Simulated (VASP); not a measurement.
The system is SbW2.

```xyz
3
Lattice="0.0000 3.1330 3.1330 3.1330 0.0000 3.1330 3.1330 3.1330 0.0000" Properties=species:S:1:pos:R:3 pbc="T T T"
Sb    3.1330    3.1330    3.1330
W     1.5665    1.5665    1.5665
W     4.6995    4.6995    4.6995
```

The cell was built by a generator and needn't be a form met in nature.

```yaml
Program: VASP 6.6.1
Task: relaxation of cell and atoms
Functional: LDA
Potentials_or_basis: VASP PAW LDA potentials, release 64 (Sb, W_sv)
Cutoff: 600 eV
k_mesh: 7 × 7 × 7
Occupations: fermi-dirac, width 0.05 eV
Spin: no spin polarisation
```

At the start: pressure -8.0 GPa; volume 20.50 Å³/atom.

Q: Where does the relaxation end?

A: Over 5 steps the energy falls by 23.9 meV/atom and the volume is 19.58 Å³/atom (-4.5 %); space group Fm-3m (No. 225, to 0.05 Å).

Step by step:
| step | energy change (eV) | largest force (eV/Å) | pressure (GPa) | volume (Å³) |
| --- | --- | --- | --- | --- |
| 1 | 0.0000 | 0.0000 | -8.04 | 61.51 |
| 2 | 0.3721 | 0.0000 | 26.28 | 52.79 |
| 3 | -0.0717 | 0.0000 | -0.62 | 58.86 |
| 4 | -0.0717 | 0.0000 | 0.25 | 58.70 |
| 5 | -0.0718 | 0.0000 | -0.03 | 58.75 |

Final structure:
```cif
data_structure
_symmetry_space_group_name_H-M 'P 1'
_symmetry_Int_Tables_number 1
_cell_length_a 4.3636
_cell_length_b 4.3636
_cell_length_c 4.3636
_cell_angle_alpha 60.000
_cell_angle_beta 60.000
_cell_angle_gamma 60.000
_cell_volume 58.75
loop_
_atom_site_label
_atom_site_type_symbol
_atom_site_fract_x
_atom_site_fract_y
_atom_site_fract_z
_atom_site_occupancy
Sb1 Sb 0.50000 0.50000 0.50000 1
W1 W 0.25000 0.25000 0.25000 1
W2 W 0.75000 0.75000 0.75000 1
```
